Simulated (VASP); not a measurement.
Here is the system:

```yaml
crystal:
  lattice:
    - [0.00000, 2.69592, 2.69592]
    - [2.69592, 0.00000, 2.69592]
    - [2.69592, 2.69592, 0.00000]
  atoms:
    - { symbol: Mg, position: [0.00000, 0.00000, 0.00000] }
    - { symbol: Se, position: [0.50000, 0.50000, 0.50000] }
```

Calculation: HSE06 screened hybrid, VASP's PBE PAW potentials (set 64) (plane waves; VASP). Numerical set-up: 520 eV cut-off, 6×6×6 Γ-centred mesh, Gaussian smearing of 0.050 eV, potentials Mg Se.

Question: What does the run give for the energy per atom (σ→0), pressure, band gap (on the k-mesh) with the smallest direct gap where there is one?

Answer: 
- band gap (on the k-mesh) = 2.73 eV
- smallest direct gap (on the k-mesh) = 3.85 eV
- energy per atom (σ→0) = -4.387 eV/atom
- pressure = 2.61 GPa

The absolute energy has meaning only against runs of the same code, potentials and settings.

The compound is MgSe in the rock salt structure. This cell is one point of a volume scan, at 0.94 of the reference volume. The cell's shape comes from a PBE relaxation.
